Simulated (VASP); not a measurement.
Level of theory: r2SCAN meta-GGA, VASP's PBE PAW potentials (set 64) (plane waves; VASP).

Input for VASP

**INCAR**
```
SYSTEM = Os
PREC = Accurate; ENCUT = 400; LREAL = .False.
LASPH = .True.
EDIFF = 1E-6; NELM = 100; ALGO = Normal
LMAXMIX = 6; LMIXTAU = .True.
ISMEAR = 1; SIGMA = 0.1
METAGGA = R2SCAN
IBRION = 2; NSW = 60; ISIF = 3
EDIFFG = -0.01
LWAVE = .False.; LCHARG = .False.
```

### KPOINTS
```
Automatic mesh
0
Gamma
14 14 8
0 0 0
```

**POSCAR**
```
Os
1
    1.3650000000    -2.3642490000     0.0000000000
    1.3650000000     2.3642490000     0.0000000000
    0.0000000000     0.0000000000     4.3200000000
Os
2
Direct
  0.3333330000   0.6666670000   0.2500000000
  0.6666670000   0.3333330000   0.7500000000
```

POTCAR, in this order: Os (PBE.64 set). Program: vasp_std.

### Question
What will the output report for the number of irreducible k-points (NKPTS), number of bands (NBANDS), largest plane-wave count, number of space-group operations, FFT grid (NGX, NGY, NGZ)?

### Answer

| Property | Value |
|---|---|
| number of irreducible k-points (NKPTS) | 120 |
| number of bands (NBANDS) | 12 |
| largest plane-wave count | 537 |
| number of space-group operations | 24 |
| FFT grid (NGX, NGY, NGZ) | 18 × 18 × 28 |

The compound is Os in the hcp structure. This run relaxes it. Symmetry was kept, so distortions that lower it aren't found.
